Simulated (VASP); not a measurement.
A run of VASP 6.6.1:

File INCAR:

```
ALGO     = Fast           # electronic algorithm
EDIFF    = 1E-7           # SCF threshold, eV
ENCUT    = 520            # plane-wave cutoff, eV
GGA      = PE             # functional
ISIF     = 2              # what is computed and relaxed
ISMEAR   = 0              # smearing method
LASPH    = T              # aspherical terms in the spheres
LCHARG   = T              # write CHGCAR
LELF     = T              # ELF
LREAL    = F              # projectors in reciprocal space
LWAVE    = F              # write WAVECAR
NELM     = 100            # most SCF steps
PREC     = Accurate       # precision mode
SIGMA    = 0.01           # smearing width, eV
```

File KPOINTS:

```
k-points
0
Gamma
  1 1 1
```

File POSCAR:

```
CsCl
1.0
    9.0000000000      0.0000000000      0.0000000000
    0.0000000000      9.0000000000      0.0000000000
    0.0000000000      0.0000000000     12.0000000000
Cl Cs
1 1
Direct
    0.5014444400      0.5023333300      0.3817386700
    0.5014444400      0.5023333300      0.6239280000
```

Potentials or basis: VASP PAW PBE potentials, release 64 (Cl, Cs_sv).

The run is started by

```sh
$ cat potpaw_PBE.64/Cl/POTCAR potpaw_PBE.64/Cs_sv/POTCAR > POTCAR
$ mpirun -np 1 vasp_gam > vasp.out
```

Hardware: 1 thread of Intel(R) Xeon(R) Platinum 8488C (Sapphire Rapids) (shared host).

**Question.** How long does it take, and how much memory?

**Answer.** Wall time 110 s on 1 thread of Intel(R) Xeon(R) Platinum 8488C (Sapphire Rapids), with other jobs on the host, peak memory 0.83 GiB. Counts: scf iterations 31, k points 1.
